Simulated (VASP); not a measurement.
All values below come from PBEsol GGA, VASP's PBE PAW potentials (set 64) (plane waves; VASP).

The input files of a VASP run:

POSCAR:
```
SrMgF4
1
    1.9672647193    -7.2188440905     0.0000000000
    1.9672647193     7.2188440905     0.0000000000
    0.0000000000     0.0000000000     5.5998717428
Sr Mg F
2 2 8
Direct
  0.3411188138   0.6588811862   0.0397681653
  0.6588811862   0.3411188138   0.5397681653
  0.9156385645   0.0843614355   0.5949173830
  0.0843614355   0.9156385645   0.0949173830
  0.8381800312   0.1618199688   0.3090774848
  0.1618199688   0.8381800312   0.8090774848
  0.0350134639   0.9649865361   0.4332457071
  0.9649865361   0.0350134639   0.9332457071
  0.7979753410   0.2020246590   0.7873939386
  0.2020246590   0.7979753410   0.2873939386
  0.4147468054   0.5852531946   0.6185873211
  0.5852531946   0.4147468054   0.1185873211
```

### KPOINTS
```
Automatic mesh
0
Gamma
5 5 4
0 0 0
```

### INCAR
```
SYSTEM = SrMgF4
PREC = Accurate; ENCUT = 520; LREAL = .FALSE.
LASPH = .TRUE.
EDIFF = 1E-6; NELM = 100; ALGO = Normal
LMAXMIX = 4
ISMEAR = 0; SIGMA = 0.05
GGA = PS
IBRION = 2; NSW = 60; ISIF = 3
EDIFFG = -0.02
LWAVE = .FALSE.; LCHARG = .FALSE.
```

POTCAR, in this order: Sr_sv Mg F (PBE.64 set). Program: vasp_std.

What VASP printed:

### OUTCAR
```
 ion  position               nearest neighbor table
   1  0.341  0.659  0.040-  10 2.44   5 2.48   5 2.48   9 2.50   9 2.50  11 2.59   8 2.72   8 2.72
                             6 2.89   3 3.35   3 3.35  11 3.41   4 3.72   3 3.83   3 3.83   4 4.04
   2  0.659  0.341  0.540-   9 2.44   6 2.48   6 2.48  10 2.50  10 2.50  12 2.59   7 2.72   7 2.72
                             5 2.89   4 3.35   4 3.35  12 3.41   3 3.72   4 3.83   4 3.83   3 4.04
   3  0.916  0.084  0.595-   7 1.95   5 1.95  11 1.97  11 1.97   9 2.01   8 2.02   1 3.35   1 3.35
                             2 3.72   1 3.83   1 3.83   2 4.04   2 4.04
   4  0.084  0.916  0.095-   8 1.95   6 1.95  12 1.97  12 1.97  10 2.01   7 2.02   2 3.35   2 3.35
                             1 3.72   2 3.83   2 3.83   1 4.04   1 4.04
   5  0.838  0.162  0.309-   3 1.95   1 2.48   1 2.48   2 2.89
   6  0.162  0.838  0.809-   4 1.95   2 2.48   2 2.48   1 2.89
   7  0.035  0.965  0.433-   3 1.95   4 2.02   2 2.72   2 2.72
   8  0.965  0.035  0.933-   4 1.95   3 2.02   1 2.72   1 2.72
   9  0.798  0.202  0.787-   3 2.01   2 2.44   1 2.50   1 2.50
  10  0.202  0.798  0.287-   4 2.01   1 2.44   2 2.50   2 2.50
  11  0.415  0.585  0.619-   3 1.97   3 1.97   1 2.59   1 3.41
  12  0.585  0.415  0.119-   4 1.97   4 1.97   2 2.59   2 3.41
  LATTYP: Found a base centered orthorhombic cell.
 ALAT       =     3.9345294386
 B/A-ratio  =     3.6694828203
 C/A-ratio  =     1.4232633991
 Subroutine PRICEL returns:
 Original cell was already a primitive cell.
 Subroutine GETGRP returns: Found  4 space group operations
The static configuration has the point symmetry C_1h.
 The point group associated with its full space group is C_2v.
The dynamic configuration has the point symmetry C_1h.
 Subroutine INISYM returns: Found  4 space group operations
 Subroutine IBZKPT returns following result:
 Found     27 irreducible k-points:

 Following reciprocal coordinates:
            Coordinates               Weight
  0.000000  0.000000  0.000000      1.000000
  0.200000 -0.000000  0.000000      4.000000
  0.400000 -0.000000  0.000000      4.000000
  0.200000  0.200000  0.000000      2.000000
  0.400000  0.200000  0.000000      4.000000
 -0.400000  0.200000  0.000000      4.000000
 -0.200000  0.200000  0.000000      2.000000
...
```

OSZICAR:
```
       N       E                     dE             d eps       ncg     rms          rms(c)
DAV:   1     0.576013141777E+03    0.57601E+03   -0.44466E+04  2592   0.160E+03
DAV:   2    -0.352275849291E+02   -0.61124E+03   -0.59690E+03  3232   0.377E+02
DAV:   3    -0.712254390726E+02   -0.35998E+02   -0.35883E+02  3416   0.916E+01
DAV:   4    -0.721617591987E+02   -0.93632E+00   -0.93507E+00  3872   0.123E+01
DAV:   5    -0.721881431609E+02   -0.26384E-01   -0.26383E-01  3240   0.163E+00    0.238E+01
DAV:   6    -0.675237820307E+02    0.46644E+01   -0.22400E+01  3000   0.215E+01    0.183E+01
DAV:   7    -0.674969551648E+02    0.26827E-01   -0.72295E-01  3568   0.416E+00    0.957E+00
DAV:   8    -0.675146610384E+02   -0.17706E-01   -0.13245E-01  3008   0.264E+00    0.756E-01
DAV:   9    -0.675216762358E+02   -0.70152E-02   -0.21594E-02  3344   0.917E-01    0.316E-01
DAV:  10    -0.675255940987E+02   -0.39179E-02   -0.37523E-03  3080   0.357E-01    0.141E-01
DAV:  11    -0.675260381229E+02   -0.44402E-03   -0.43724E-04  3336   0.119E-01    0.367E-02
DAV:  12    -0.675261173411E+02   -0.79218E-04   -0.13415E-04  3296   0.700E-02    0.154E-02
DAV:  13    -0.675261250781E+02   -0.77370E-05   -0.28619E-05  3104   0.454E-02    0.738E-03
DAV:  14    -0.675261266690E+02   -0.15908E-05   -0.57028E-06  2840   0.152E-02    0.492E-03
DAV:  15    -0.675261264616E+02    0.20740E-06   -0.20420E-06  2184   0.827E-03
   1 F= -.67526126E+02 E0= -.67526126E+02  d E =-.675261E+02
       N       E                     dE             d eps       ncg     rms          rms(c)
DAV:   1    -0.675266860912E+02   -0.55942E-03   -0.30868E-02  2864   0.104E+00    0.171E-01
DAV:   2    -0.675263594381E+02    0.32665E-03   -0.14389E-03  3040   0.199E-01    0.637E-02
DAV:   3    -0.675263113677E+02    0.48070E-04   -0.69895E-05  3104   0.466E-02    0.326E-02
DAV:   4    -0.675263006963E+02    0.10671E-04   -0.28224E-05  3312   0.269E-02    0.199E-02
DAV:   5    -0.675263018210E+02   -0.11248E-05   -0.54786E-06  2800   0.112E-02    0.589E-03
DAV:   6    -0.675263023151E+02   -0.49410E-06   -0.12580E-06  1960   0.558E-03
   2 F= -.67526302E+02 E0= -.67526302E+02  d E =-.175854E-03
```

**OUTCAR**
```
------------------------ aborting loop because EDIFF is reached ----------------------------------------
  FORCE on cell =-STRESS in cart. coord.  units (eV):
  Direction    XX          YY          ZZ          XY          YZ          ZX
  --------------------------------------------------------------------------------------
  Total       -0.0411925      0.0113668      0.0758586      0.0000000      0.0000000      0.0000000
  in kB       -0.4152106      0.1145744      0.7646364      0.0000000      0.0000000      0.0000000
  external PRESSURE =       0.1546667 kB  Pullay stress =       0.0000000 kB
  volume of cell :      158.95
      direct lattice vectors                 reciprocal lattice vectors
     1.966022910 -7.217282799  0.000000000     0.254320536 -0.069278150  0.000000000
     1.966022910  7.217282799  0.000000000     0.254320536  0.069278150  0.000000000
     0.000000000  0.000000000  5.601032794     0.000000000  0.000000000  0.178538501
 POSITION                                       TOTAL-FORCE (eV/Angst)
 -----------------------------------------------------------------------------------
      1.96602      2.29405      0.22340         0.000000      0.009808      0.008450
      1.96602     -2.29405      3.02392         0.000000     -0.009808      0.008450
      1.96602     -6.00071      3.33245         0.000000     -0.011301      0.004164
      1.96602      6.00071      0.53193         0.000000      0.011301      0.004164
      1.96602     -4.88190      1.73106         0.000000     -0.010089      0.002845
      1.96602      4.88190      4.53158         0.000000      0.010089      0.002845
      1.96602      6.71234      2.42625         0.000000      0.001829     -0.008181
      1.96602     -6.71234      5.22677         0.000000     -0.001829     -0.008181
      1.96602     -4.30123      4.41000         0.000000     -0.003630     -0.003712
      1.96602      4.30123      1.60949         0.000000      0.003630     -0.003712
      1.96602      1.23034      3.46445         0.000000     -0.005520     -0.003565
      1.96602     -1.23034      0.66393         0.000000      0.005520     -0.003565
 -----------------------------------------------------------------------------------
    total drift:                               -0.000001      0.000000      0.003106
  FREE ENERGIE OF THE ION-ELECTRON SYSTEM (eV)
  ---------------------------------------------------
  free  energy   TOTEN  =       -67.5263023151 eV

  energy  without entropy=      -67.5263023151  energy(sigma->0) =      -67.52630232

 reached required accuracy - stopping structural energy minimisation
```
(Selected blocks of OUTCAR.)

**CONTCAR**
```
SrMgF4
   1.00000000000000
     1.9660229096115818   -7.2172827985521533    0.0000000000000000
     1.9660229096115818    7.2172827985521533    0.0000000000000000
     0.0000000000000000    0.0000000000000000    5.6010327943607727
  Sr              Mg              F
     2     2     8
Direct
     0.3410726595042257    0.6589273404957743    0.0398863755096033
     0.6589273404957743    0.3410726595042257    0.5398863755096034
     0.9157181412294120    0.0842818587705880    0.5949698796716801
     0.0842818587705880    0.9157181412294120    0.0949698796716801
     0.8382093083481984    0.1617906916518016    0.3090610839053178
     0.1617906916518016    0.8382093083481984    0.8090610839053178
     0.0349814617437774    0.9650185382562226    0.4331798364684157
     0.9650185382562226    0.0349814617437774    0.9331798364684157
     0.7979809496358966    0.2020190503641034    0.7873552201304861
     0.2020190503641034    0.7979809496358966    0.2873552201304861
     0.4147642979318529    0.5852357020681471    0.6185376042145003
     0.5852357020681471    0.4147642979318529    0.1185376042145003
```

The structure comes from a computed database's SrMgF4 entry (Cmc2_1); how it stands against other phases isn't given here. This run relaxes it. Symmetry was kept, so distortions that lower it aren't found. The start is the result of an earlier pass.
